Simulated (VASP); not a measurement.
**FeNi3 (Awaruite): how cutoff and mesh change the relaxed cell**

Aim: test the relaxed volume of FeNi3 (Awaruite) against cutoff and mesh. The starting structure is a measured crystal structure from the Crystallography Open Database. The first relaxation on each setting starts from this cell expanded by 3 % in volume.

Program: VASP 6.6.1. Level of theory: Kohn-Sham DFT with plane waves and PAW; PBEsol. Results are calculated unless marked as measured.

### 1. The starting structure

Symmetry: Pm-3m, No. 221, cubic system. Conventional cell: a = 3.545 Å, b = 3.545 Å, c = 3.545 Å, α = 90.00°, β = 90.00°, γ = 90.00°. Nearest to Ni lie 8 Ni at 2.51 Å and 4 Fe at 2.51 Å. Nearest to Fe lie 12 Ni at 2.51 Å. Farther neighbours are not listed.

### 2. Reference relaxation

This run starts from the cell of an earlier relaxation, which isn't shown; the restart sets up the plane waves anew.

Contents of INCAR:

```
SYSTEM = FeNi3
PREC = Accurate
ENCUT = 450
EDIFF = 1E-06
NELM = 100
ISMEAR = 1
SIGMA = 0.15
LREAL = .FALSE.
ALGO = Normal
GGA = PS
NBANDS = 31
ISPIN = 2
MAGMOM = 1 1 1 3
LASPH = .TRUE.
LMAXMIX = 4
LORBIT = 11
LWAVE = .FALSE.
LCHARG = .FALSE.
KPAR = 8
IBRION = 2
NSW = 50
ISIF = 3
EDIFFG = -0.006
```

Contents of POSCAR:

```
FeNi3
1.0
    3.4870181368      0.0000000000      0.0000000000
    0.0000000000      3.4870181368      0.0000000000
    0.0000000000      0.0000000000      3.4870181368
Ni Fe
3 1
Direct
    0.5000000000      0.5000000000      0.0000000000
    0.5000000000      0.0000000000      0.5000000000
    0.0000000000      0.5000000000      0.5000000000
    0.0000000000      0.0000000000      0.0000000000
```

Contents of KPOINTS:

```
Automatic mesh
0
Gamma
10 10 10
0 0 0
```

PAW data sets: Ni and Fe (PBE family, release 64).

Started as:

```bash
> mpirun -np 8 vasp_std
```

The log of the run:

```text
[banner, memory and clock lines left out]
running    8 mpi-ranks, on    1 nodes
 distrk:  each k-point on    1 cores,    8 groups
 distr:  one band on    1 cores,    1 groups

 POSCAR found type information on POSCAR NiFe
 POSCAR found :  2 types and       4 ions
|                                                                             |
|           W    W    AA    RRRRR   N    N  II  N    N   GGGG   !!!           |
|           W    W   A  A   R    R  NN   N  II  NN   N  G    G  !!!           |
|           W    W  A    A  R    R  N N  N  II  N N  N  G       !!!           |
|           W WW W  AAAAAA  RRRRR   N  N N  II  N  N N  G  GGG   !            |
|           WW  WW  A    A  R   R   N   NN  II  N   NN  G    G                |
|           W    W  A    A  R    R  N    N  II  N    N   GGGG   !!!           |
|                                                                             |
|     For optimal performance we recommend to set                             |
|       NCORE = 2 up to number-of-cores-per-socket                            |
|     NCORE specifies how many cores store one orbital (NPAR=cpu/NCORE).      |
|     This setting can greatly improve the performance of VASP for DFT.       |
|     The default, NCORE=1 might be grossly inefficient on modern             |
|     multi-core architectures or massively parallel machines. Do your        |
|     Unfortunately you need to use the default for GW and RPA                |
|     calculations (for HF NCORE is supported but not extensively tested      |
|     yet).                                                                   |
|                                                                             |

|                                                                             |
|               ----> ADVICE to this user running VASP <----                  |
|                                                                             |
|     You enforced a specific xc type in the INCAR file but a different       |
|     [... a line on the potential file left out ...]
|     I HOPE YOU KNOW WHAT YOU ARE DOING!                                     |
|                                                                             |

 LDA part: xc-table for (Slater+PW92), standard interpolation
 POSCAR, INCAR and KPOINTS ok, starting setup
 FFT: planning ... GRIDC
 FFT: planning ... GRID_SOFT
 FFT: planning ... GRID
 WAVECAR not read
 entering main loop
       N       E                     dE             d eps       ncg     rms          rms(c)
DAV:   1     0.224997483688E+03    0.22500E+03   -0.15402E+04  7448   0.159E+03
DAV:   2    -0.178467578316E+02   -0.24284E+03   -0.22779E+03  6944   0.301E+02
DAV:   3    -0.322849242714E+02   -0.14438E+02   -0.13803E+02  7714   0.979E+01
DAV:   4    -0.324786588373E+02   -0.19373E+00   -0.19358E+00  8099   0.121E+01
DAV:   5    -0.324848804224E+02   -0.62216E-02   -0.62213E-02 10085   0.172E+00    0.229E+01
DAV:   6    -0.285627967733E+02    0.39221E+01   -0.25927E+01  7644   0.806E+01    0.127E+01
DAV:   7    -0.277200345073E+02    0.84276E+00   -0.36317E+00  7897   0.288E+01    0.608E+00
DAV:   8    -0.277663510085E+02   -0.46317E-01   -0.28305E-01  9593   0.114E+01    0.466E+00
DAV:   9    -0.276858713536E+02    0.80480E-01   -0.29682E-01  8653   0.138E+01    0.332E+00
DAV:  10    -0.276491203286E+02    0.36751E-01   -0.34148E-02 10057   0.350E+00    0.601E-01
DAV:  11    -0.276473380518E+02    0.17823E-02   -0.29165E-03 10012   0.595E-01    0.196E-01
DAV:  12    -0.276471931781E+02    0.14487E-03   -0.45034E-04 10137   0.378E-01    0.545E-02
DAV:  13    -0.276472076263E+02   -0.14448E-04   -0.83205E-05  7989   0.835E-02    0.284E-02
DAV:  14    -0.276472036103E+02    0.40160E-05   -0.62065E-06  8076   0.399E-02    0.201E-02
DAV:  15    -0.276472021809E+02    0.14294E-05   -0.55345E-06  6321   0.461E-02    0.644E-03
DAV:  16    -0.276472021446E+02    0.36358E-07   -0.99013E-07  4456   0.144E-02
   1 F= -.27647202E+02 E0= -.27647582E+02  d E =-.276472E+02  mag=     4.6863
 curvature:   0.00 expect dE= 0.000E+00 dE for cont linesearch  0.000E+00
 trial: gam= 0.00000 g(F)=  0.000E+00 g(S)=  0.619E-04 ort = 0.000E+00 (trialstep = 0.100E+01)
 search vector abs. value=  0.619E-04
 bond charge predicted
       N       E                     dE             d eps       ncg     rms          rms(c)
DAV:   1    -0.276486920447E+02   -0.14899E-02   -0.12575E-02  7448   0.156E+00    0.398E-01
DAV:   2    -0.276544812648E+02   -0.57892E-02   -0.23523E-02  8299   0.341E+00    0.128E+00
DAV:   3    -0.276474237726E+02    0.70575E-02   -0.16224E-02  8269   0.318E+00    0.250E-01
DAV:   4    -0.276472100118E+02    0.21376E-03   -0.51251E-04  8580   0.417E-01    0.651E-02
DAV:   5    -0.276471959082E+02    0.14104E-04   -0.72230E-05  8950   0.789E-02    0.283E-02
DAV:   6    -0.276471845732E+02    0.11335E-04   -0.55896E-06  8997   0.228E-02    0.620E-03
DAV:   7    -0.276471844221E+02    0.15109E-06   -0.96365E-07  4582   0.924E-03
   2 F= -.27647184E+02 E0= -.27647573E+02  d E =0.177225E-04  mag=     4.6848
 trial-energy change:    0.000018  1 .order    0.000010   -0.000062    0.000082
 step:   0.3566(harm=  0.4304)  dis= 0.00000  next Energy=   -27.647213 (dE=-0.107E-04)
 bond charge predicted
       N       E                     dE             d eps       ncg     rms          rms(c)
DAV:   1    -0.276478449560E+02   -0.66038E-03   -0.51969E-03  7385   0.101E+00    0.258E-01
DAV:   2    -0.276503503800E+02   -0.25054E-02   -0.10480E-02  8273   0.222E+00    0.859E-01
DAV:   3    -0.276473132972E+02    0.30371E-02   -0.76270E-03  8246   0.207E+00    0.162E-01
DAV:   4    -0.276472226813E+02    0.90616E-04   -0.21390E-04  8710   0.265E-01    0.443E-02
DAV:   5    -0.276472157887E+02    0.68926E-05   -0.30278E-05  9193   0.529E-02    0.195E-02
DAV:   6    -0.276472104012E+02    0.53876E-05   -0.22991E-06  6139   0.166E-02    0.408E-03
DAV:   7    -0.276472105730E+02   -0.17188E-06   -0.77260E-07  3988   0.719E-03
   3 F= -.27647211E+02 E0= -.27647594E+02  d E =-.842846E-05  mag=     4.6857
 curvature:  -0.21 expect dE=-0.576E-06 dE for cont linesearch -0.576E-06
 trial: gam= 0.00000 g(F)=  0.141E-64 g(S)=  0.272E-05 ort =-0.130E-04 (trialstep = 0.871E+00)
 search vector abs. value=  0.272E-05
 reached required accuracy - stopping structural energy minimisation
```

Run time: 16 s. Hardware: 8 MPI ranks of Intel Xeon 6975P-C (Granite Rapids), shared host; peak memory 1.7 GiB; 1.8 min of CPU time.

Lines that name or quote the potential files are left out of all logs, and their timing lines are given in words.

Parts of OUTCAR (step 2):

```text
ion  position               nearest neighbor table
   1  0.500  0.500  0.000-   2 2.47   3 2.47   4 2.47   2 2.47   3 2.47   2 2.47   4 2.47   2 2.47
                             3 2.47   4 2.47   3 2.47   4 2.47
   2  0.500  0.000  0.500-   1 2.47   3 2.47   4 2.47   1 2.47   4 2.47   1 2.47   3 2.47   1 2.47
                             3 2.47   4 2.47   4 2.47   3 2.47
   3  0.000  0.500  0.500-   1 2.47   2 2.47   4 2.47   1 2.47   4 2.47   2 2.47   4 2.47   4 2.47
                             1 2.47   2 2.47   1 2.47   2 2.47
   4  0.000  0.000  0.000-   1 2.47   2 2.47   3 2.47   2 2.47   3 2.47   1 2.47   3 2.47   3 2.47
                             1 2.47   2 2.47   2 2.47   1 2.47

  LATTYP: Found a simple cubic cell.
 ALAT       =     3.4870181368

 Subroutine GETGRP returns: Found 48 space group operations
 (whereof 48 operations were pure point group operations)

The static configuration has the point symmetry O_h .

 Found     56 irreducible k-points:

   k-points           NKPTS =     56   k-points in BZ     NKDIM =     56   number of bands    NBANDS=     31

   dimension x,y,z NGX =    24 NGY =   24 NGZ =   24
   dimension x,y,z NGXF=    48 NGYF=   48 NGZF=   48

   ENCUT  =  450.0 eV  33.07 Ry    5.75 a.u.   6.03  6.03  6.03*2*pi/ulx,y,z

   NELECT =      38.0000    total number of electrons

 k-points in reciprocal lattice and weights: Automatic mesh
   0.00000000  0.00000000  0.00000000       0.001
   0.10000000  0.00000000  0.00000000       0.006
   0.20000000  0.00000000  0.00000000       0.006
   0.30000000  0.00000000  0.00000000       0.006
   0.40000000  0.00000000  0.00000000       0.006
   0.50000000  0.00000000  0.00000000       0.003
   0.10000000  0.10000000  0.00000000       0.012
   0.20000000  0.10000000  0.00000000       0.024
   0.30000000  0.10000000  0.00000000       0.024
[...]
0.50000000  0.50000000  0.40000000       0.006
   0.50000000  0.50000000  0.50000000       0.001

 average (electrostatic) potential at core
       1 -82.2055       2 -82.2055       3 -82.2055       4 -40.6062

 E-fermi :   9.0455

 spin component 1
 k-point     1 :       0.0000    0.0000    0.0000
  band No.  band energies     occupation
    ...
     17       8.4157      1.00000
     18       8.4157      1.00000
     19       8.4650      1.00000
     20       8.4650      1.00000
     21       8.4650      1.00000
     22      11.2839     -0.00000
     23      11.2839     -0.00000
     24      11.2839     -0.00000
     25      18.3313      0.00000
     26      18.3313      0.00000
    ...

 k-point     2 :       0.1000    0.0000    0.0000
  band No.  band energies     occupation
    ...
     17       8.2352      1.00000
     18       8.3721      1.00000
     19       8.3721      1.00000
     20       8.4158      1.00000
     21       8.4651      1.00000
     22      10.6266     -0.00000
     23      11.7171     -0.00000
     24      11.7171     -0.00000
     25      18.3596      0.00000
     26      18.5844      0.00000
    ...

 k-point     3 :       0.2000    0.0000    0.0000
  band No.  band energies     occupation
    ...
     17       8.1695      1.00000
     18       8.1695      1.00000
     19       8.1819      1.00000
     20       8.4161      1.00000
     21       8.4654      1.00000
     22       9.2676     -0.02850
     23      12.7029      0.00000
     24      12.7029      0.00000
     25      18.4495      0.00000
     26      18.6888      0.00000
    ...

 k-point     4 :       0.3000    0.0000    0.0000
  band No.  band energies     occupation
    ...
     18       7.8785      1.00000
     19       7.9808      1.00000
     20       8.1057      1.00000
     21       8.4163      1.00000
     22       8.4657      1.00000
     23      13.9381      0.00000
     24      13.9381      0.00000
     25      18.6130      0.00000
     26      18.8146      0.00000
     27      20.0218      0.00000
    ...

 k-point     5 :       0.4000    0.0000    0.0000
  band No.  band energies     occupation
    ...
     18       7.5481      1.00000
     19       7.6664      1.00000
     20       8.0256      1.00000
     21       8.4166      1.00000
     22       8.4661      1.00000
     23      15.3206      0.00000
     24      15.3206      0.00000
     25      18.3871      0.00000
     26      18.3871      0.00000
     27      18.8473      0.00000
    ...

 k-point     6 :       0.5000    0.0000    0.0000
  band No.  band energies     occupation
    ...
     18       7.4609      1.00000
     19       7.6750      1.00000
     20       7.9855      1.00000
     21       8.4167      1.00000
     22       8.4662      1.00000
     23      16.8012      0.00000
     24      16.8012      0.00000
     25      16.8215      0.00000
     26      16.8215      0.00000
     27      19.0116      0.00000
    ...

  Total        0.0086734      0.0086734      0.0086734      0.0000000      0.0000000     -0.0000000
  in kB        0.3279205      0.3279205      0.3279205      0.0000000      0.0000000     -0.0000000
  external PRESSURE =       0.3279205 kB  Pullay stress =       0.0000000 kB

  energy-cutoff  :      450.00
  volume of cell :       42.38
      direct lattice vectors                 reciprocal lattice vectors
     3.486397863 -0.000000000  0.000000000     0.286828996 -0.000000000  0.000000000
     0.000000000  3.486397863  0.000000000     0.000000000  0.286828996  0.000000000
    -0.000000000 -0.000000000  3.486397863    -0.000000000 -0.000000000  0.286828996

 POSITION                                       TOTAL-FORCE (eV/Angst)
 -----------------------------------------------------------------------------------
      1.74320      1.74320      0.00000         0.000000      0.000000      0.000000
      1.74320     -0.00000      1.74320         0.000000     -0.000000      0.000000
      0.00000      1.74320      1.74320        -0.000000     -0.000000      0.000000
      0.00000      0.00000      0.00000         0.000000      0.000000      0.000000
 -----------------------------------------------------------------------------------
    total drift:                                0.000000     -0.000000     -0.000000

  FREE ENERGIE OF THE ION-ELECTRON SYSTEM (eV)
  ---------------------------------------------------
  free  energy   TOTEN  =       -27.6472105730 eV

  energy  without entropy=      -27.6483616227  energy(sigma->0) =      -27.64759426

 reached required accuracy - stopping structural energy minimisation

 total charge
# of ion       s       p       d       tot
------------------------------------------
    1        0.528   0.561   8.344   9.432
    2        0.528   0.561   8.344   9.432
    3        0.528   0.561   8.344   9.432
    4        0.496   0.548   6.151   7.195
--------------------------------------------------
tot          2.080   2.231  31.182  35.492

 magnetization (x)
# of ion       s       p       d       tot
------------------------------------------
    1       -0.015  -0.041   0.670   0.614
    2       -0.015  -0.041   0.670   0.614
    3       -0.015  -0.041   0.670   0.614
    4        0.009   0.003   2.822   2.835
--------------------------------------------------
tot         -0.036  -0.119   4.831   4.676

[... 6 further parts left out ...]
```

CONTCAR:

```
FeNi3
   1.00000000000000
     3.4863978628192727   -0.0000000000000000    0.0000000000000000
     0.0000000000000000    3.4863978628192727    0.0000000000000000
    -0.0000000000000000   -0.0000000000000000    3.4863978628192727
  Ni              Fe
     3     1
Direct
     0.5000000000000000    0.5000000000000000    0.0000000000000000
     0.5000000000000000    0.0000000000000000    0.5000000000000000
     0.0000000000000000    0.5000000000000000    0.5000000000000000
     0.0000000000000000    0.0000000000000000    0.0000000000000000
```

The PAW data sets were made with PBE, which is usual practice but a small mismatch for other functionals. The run keeps the 48 symmetry operations of its start, so it cannot find a distortion of lower symmetry.

The reference relaxation ends at 10.594 Å³ an atom.

### 3. Relaxation with a cutoff of 270 eV

Against step 2 the input has ENCUT = 270. This run starts from the cell of an earlier relaxation, which isn't shown; the restart sets up the plane waves anew.

Changes to INCAR since step 2:

```diff
@@ -2,3 +2,3 @@
 PREC = Accurate
-ENCUT = 450
+ENCUT = 270
 EDIFF = 1E-06
```

Contents of POSCAR:

```
FeNi3
1.0
    3.4802979821      0.0000000000      0.0000000000
    0.0000000000      3.4802979821      0.0000000000
    0.0000000000      0.0000000000      3.4802979821
Ni Fe
3 1
Direct
    0.5000000000      0.5000000000      0.0000000000
    0.5000000000      0.0000000000      0.5000000000
    0.0000000000      0.5000000000      0.5000000000
    0.0000000000      0.0000000000      0.0000000000
```

KPOINTS is that of step 2.

Started as:

```bash
> mpirun -np 8 vasp_std
```

The log of the run:

```text
[banner, memory and clock lines left out]
running    8 mpi-ranks, on    1 nodes
[...]
[... a notice as in an earlier step ...]

 [... a notice as in an earlier step ...]

 LDA part: xc-table for (Slater+PW92), standard interpolation
 POSCAR, INCAR and KPOINTS ok, starting setup
[...]
entering main loop
       N       E                     dE             d eps       ncg     rms          rms(c)
DAV:   1     0.161729195626E+03    0.16173E+03   -0.11030E+04  7543   0.104E+03
DAV:   2    -0.239607537437E+02   -0.18569E+03   -0.17308E+03  7007   0.239E+02
DAV:   3    -0.323790206333E+02   -0.84183E+01   -0.81830E+01  7819   0.665E+01
DAV:   4    -0.324649833401E+02   -0.85963E-01   -0.85928E-01  8040   0.681E+00
[...]
DAV:  14    -0.276445187888E+02    0.24886E-05   -0.70334E-06  8379   0.418E-02    0.180E-02
DAV:  15    -0.276445177645E+02    0.10243E-05   -0.48973E-06  5847   0.379E-02    0.602E-03
DAV:  16    -0.276445176602E+02    0.10436E-06   -0.87418E-07  4252   0.131E-02
[...]
DAV:  12    -0.276362150712E+02   -0.19517E-06   -0.66955E-07  4123   0.983E-03
   2 F= -.27636215E+02 E0= -.27636762E+02  d E =0.830259E-02  mag=     4.6563
 trial-energy change:    0.008303  1 .order    0.008280   -0.022807    0.039367
 step:   0.3668(harm=  0.3668)  dis= 0.00000  next Energy=   -27.648701 (dE=-0.418E-02)
[...]
N       E                     dE             d eps       ncg     rms          rms(c)
DAV:   1    -0.278717998935E+02   -0.23559E+00   -0.18285E+00  7245   0.175E+01    0.486E+00
DAV:   2    -0.289707757488E+02   -0.10990E+01   -0.58134E+00  8124   0.374E+01    0.198E+01
DAV:   3    -0.276814218646E+02    0.12894E+01   -0.30860E+00  8311   0.343E+01    0.294E+00
DAV:   4    -0.276537309887E+02    0.27691E-01   -0.99517E-02  8113   0.418E+00    0.119E+00
[...]
DAV:   9    -0.276486960474E+02   -0.51440E-05   -0.60295E-06  7676   0.272E-02    0.130E-02
DAV:  10    -0.276486977612E+02   -0.17138E-05   -0.16604E-06  4706   0.141E-02    0.407E-03
DAV:  11    -0.276486979125E+02   -0.15126E-06   -0.23067E-07  3801   0.819E-03
   3 F= -.27648698E+02 E0= -.27649160E+02  d E =-.418025E-02  mag=     4.6702
[...]
reached required accuracy - stopping structural energy minimisation
```

Wall time 15 s (8 MPI ranks); peak memory 1.4 GiB; 1.8 min of CPU time.

Parts of OUTCAR (step 3):

```text
  Total       -0.0034619     -0.0034619     -0.0034619      0.0000000     -0.0000000      0.0000000
  in kB       -0.1329729     -0.1329729     -0.1329729      0.0000000     -0.0000000      0.0000000
  external PRESSURE =      -0.1329729 kB  Pullay stress =       0.0000000 kB

 POSITION                                       TOTAL-FORCE (eV/Angst)
 -----------------------------------------------------------------------------------
      1.73404      1.73404      0.00000        -0.000000     -0.000000      0.000000
      1.73404     -0.00000      1.73404         0.000000      0.000000      0.000000
     -0.00000      1.73404      1.73404         0.000000      0.000000      0.000000
      0.00000      0.00000      0.00000        -0.000000     -0.000000      0.000000
 -----------------------------------------------------------------------------------
    total drift:                               -0.000000      0.000000      0.000000

  FREE ENERGIE OF THE ION-ELECTRON SYSTEM (eV)
  ---------------------------------------------------
  free  energy   TOTEN  =       -27.6486979125 eV

  energy  without entropy=      -27.6500833765  energy(sigma->0) =      -27.64915973

 magnetization (x)
# of ion       s       p       d       tot
------------------------------------------
    1       -0.015  -0.041   0.670   0.614
    2       -0.015  -0.041   0.670   0.614
    3       -0.015  -0.041   0.670   0.614
    4        0.009   0.004   2.808   2.820
--------------------------------------------------
tot         -0.036  -0.119   4.816   4.662

[... 2 parts as in an earlier step ...]

[... 2 further parts left out ...]
[key lines of the parts left out:]
E-fermi :   9.2577
```

With a cutoff of 270 eV the cell ends at 10.428 Å³ an atom, -1.57 % from the reference, and since the restart alone still moved it by -1.1 % it may not have settled.

(Continued in part 2 of 2.)

[Lines on the potential files, build, host, timing and source positions are cut from VASP's logs without a mark.]

[Logs are printed without paths, hosts, clocks, repeated set-up lines and the standing remarks that a program may print on its own settings, such as how far it seeks lower states.]

[Hosts, paths, dates, database ids (printed as entryN), source tags and the programs' standing remarks are cut or masked in the printed files.]
